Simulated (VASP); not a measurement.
Runs of VASP 6.6.1 on Au. The structure is cubic, space group Fm-3m (No. 225). Conventional cell: a = 4.070 Å, b = 4.070 Å, c = 4.070 Å, α = 90.00°, β = 90.00°, γ = 90.00°. Au (site symmetry m-3m) has 12 Au at 2.88 Å as nearest neighbours. 

```csv
level,potentials or basis,k mesh,cutoff (eV),gap on the mesh (eV),pressure (GPa),relaxed volume (Å³/atom)
r2SCAN,"VASP PAW PBE potentials, release 64 (Au)",16 × 16 × 16,600,none,-0.1,17.58
PBE,"VASP PAW PBE potentials, release 64 (Au)",8 × 8 × 8,300,none,0.0,18.00
PBE+D3(BJ),"VASP PAW PBE potentials, release 64 (Au)",16 × 16 × 16,600,none,0.0,17.25
LDA,"VASP PAW LDA potentials, release 64 (Au)",16 × 16 × 16,600,none,0.0,(b)
RPBE,"VASP PAW PBE potentials, release 64 (Au)",16 × 16 × 16,600,none,-0.1,(a)
```

Alike in all rows: task relaxation of cell and atoms; no spin polarisation; cell relaxed; smearing methfessel-paxton 0.1 eV.

Question: Fill in the values left out.

Answer: (a) 18.48; (b) 16.64.

Caveats: the PAW data sets were made with another functional, which shifts forces and pressure a little (some runs); pairwise dispersion overbinds metals, which lowers pressure and volume (some runs).

A k mesh can miss the band edges, and the runs leave out spin-orbit coupling on Au.

A gap of «none» marks a metal or a gap under the smearing width.

Not every run made on this cell is shown here.
